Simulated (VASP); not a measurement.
Output of a VASP run:

**OSZICAR**
```
       N       E                     dE             d eps       ncg     rms          rms(c)
DAV:   1     0.661428509749E+02    0.66143E+02   -0.83489E+03  1008   0.123E+03
DAV:   2    -0.357961577835E+02   -0.10194E+03   -0.92158E+02  1492   0.268E+02
DAV:   3    -0.401547943916E+02   -0.43586E+01   -0.43336E+01  1296   0.595E+01
DAV:   4    -0.401971284325E+02   -0.42334E-01   -0.42317E-01  1244   0.642E+00
DAV:   5    -0.401977436662E+02   -0.61523E-03   -0.61516E-03  1288   0.765E-01    0.113E+01
DAV:   6    -0.369711606025E+02    0.32266E+01   -0.76370E+00  1180   0.226E+01    0.522E+00
DAV:   7    -0.366339946607E+02    0.33717E+00   -0.51839E-01  1248   0.622E+00    0.313E+00
DAV:   8    -0.365433064408E+02    0.90688E-01   -0.27740E-01  1228   0.408E+00    0.388E-01
DAV:   9    -0.365406903112E+02    0.26161E-02   -0.11451E-02  1212   0.954E-01    0.177E-01
DAV:  10    -0.365413813780E+02   -0.69107E-03   -0.93721E-04  1204   0.269E-01    0.333E-02
DAV:  11    -0.365414647199E+02   -0.83342E-04   -0.11732E-04  1284   0.965E-02    0.228E-02
DAV:  12    -0.365414655409E+02   -0.82097E-06   -0.30896E-05  1192   0.479E-02    0.285E-03
DAV:  13    -0.365414657102E+02   -0.16934E-06   -0.10902E-06  1272   0.952E-03    0.104E-03
DAV:  14    -0.365414657729E+02   -0.62662E-07   -0.96118E-08   940   0.260E-03
   1 F= -.36541466E+02 E0= -.36541466E+02  d E =-.365415E+02
       N       E                     dE             d eps       ncg     rms          rms(c)
DAV:   1    -0.366365063878E+02   -0.95041E-01   -0.33577E+00  1012   0.166E+01    0.117E+00
DAV:   2    -0.365866748704E+02    0.49832E-01   -0.57704E-02  1232   0.210E+00    0.655E-01
DAV:   3    -0.365650448283E+02    0.21630E-01   -0.40966E-02  1224   0.154E+00    0.146E-01
DAV:   4    -0.365647414877E+02    0.30334E-03   -0.15390E-03  1232   0.370E-01    0.420E-02
DAV:   5    -0.365647557925E+02   -0.14305E-04   -0.32396E-04  1248   0.155E-01    0.327E-02
DAV:   6    -0.365647390339E+02    0.16759E-04   -0.67230E-05  1216   0.730E-02    0.615E-03
DAV:   7    -0.365647408598E+02   -0.18259E-05   -0.76560E-06  1240   0.244E-02    0.394E-03
DAV:   8    -0.365647408387E+02    0.21072E-07   -0.23212E-07  1032   0.493E-03
   2 F= -.36564741E+02 E0= -.36564741E+02  d E =-.232751E-01
       N       E                     dE             d eps       ncg     rms          rms(c)
DAV:   1    -0.365648813795E+02   -0.14052E-03   -0.47829E-03  1020   0.622E-01    0.439E-02
DAV:   2    -0.365648103510E+02    0.71029E-04   -0.79261E-05  1236   0.785E-02    0.246E-02
DAV:   3    -0.365647795659E+02    0.30785E-04   -0.63392E-05  1216   0.605E-02    0.560E-03
DAV:   4    -0.365647792060E+02    0.35990E-06   -0.29173E-06  1212   0.162E-02    0.178E-03
DAV:   5    -0.365647792001E+02    0.59363E-08   -0.94207E-07  1208   0.812E-03
   3 F= -.36564779E+02 E0= -.36564779E+02  d E =-.233134E-01
```

OUTCAR:
```
------------------------ aborting loop because EDIFF is reached ----------------------------------------
  FORCE on cell =-STRESS in cart. coord.  units (eV):
  Direction    XX          YY          ZZ          XY          YZ          ZX
  --------------------------------------------------------------------------------------
  Total        0.1812556      0.1812557      0.1804377     -0.0000000      0.0000000      0.0000000
  in kB        8.0725893      8.0725924      8.0361595     -0.0000000      0.0000000      0.0000000
  external PRESSURE =       8.0604471 kB  Pullay stress =       0.0000000 kB
  volume of cell :       35.97
      direct lattice vectors                 reciprocal lattice vectors
     1.251949985 -2.168441395 -0.000000000     0.399376977 -0.230580361 -0.000000000
     1.251949985  2.168441395  0.000000000     0.399376977  0.230580361 -0.000000000
     0.000000000 -0.000000000  6.625590180    -0.000000000 -0.000000000  0.150929951
  FREE ENERGIE OF THE ION-ELECTRON SYSTEM (eV)
  ---------------------------------------------------
  free  energy   TOTEN  =       -36.5647792001 eV

  energy  without entropy=      -36.5647792001  energy(sigma->0) =      -36.56477920

 reached required accuracy - stopping structural energy minimisation
```
(Selected blocks of OUTCAR.)

POSCAR:
```
BN
1
    1.2400361777    -2.1478060486     0.0000000000
    1.2400361777     2.1478060486     0.0000000000
    0.0000000000     0.0000000000     6.7535142611
B N
2 2
Direct
  0.3333330000   0.6666670000   0.2500000000
  0.6666670000   0.3333330000   0.7500000000
  0.6666670000   0.3333330000   0.2500000000
  0.3333330000   0.6666670000   0.7500000000
```

Write an INCAR and KPOINTS that could have produced this output.

This is not unique; one that fits is the input of the run itself, PBEsol GGA, plane waves, VASP's PBE PAW potentials (set 64).

### KPOINTS
```
Automatic mesh
0
Gamma
10 10 4
0 0 0
```

**INCAR**
```
ALGO = Normal
EDIFF = 1E-7
EDIFFG = -0.01
ENCUT = 520
GGA = PS
IBRION = 2
ISIF = 4
ISMEAR = 0
LASPH = T
LCHARG = F
LREAL = F
LWAVE = F
NELM = 100
NSW = 30
PREC = Accurate
SIGMA = 0.05
SYSTEM = BN
```

POTCAR, in this order: B N (PBE.64 set). Program: vasp_std.

Without a dispersion term in the relaxation, distances and binding between the weakly bound layers, chains or molecules are unreliable, and so is what depends on them.

The compound is BN in the hex structure. This cell is one point of a volume scan, at 0.97 of the reference volume. Symmetry was kept, so distortions that lower it aren't found.
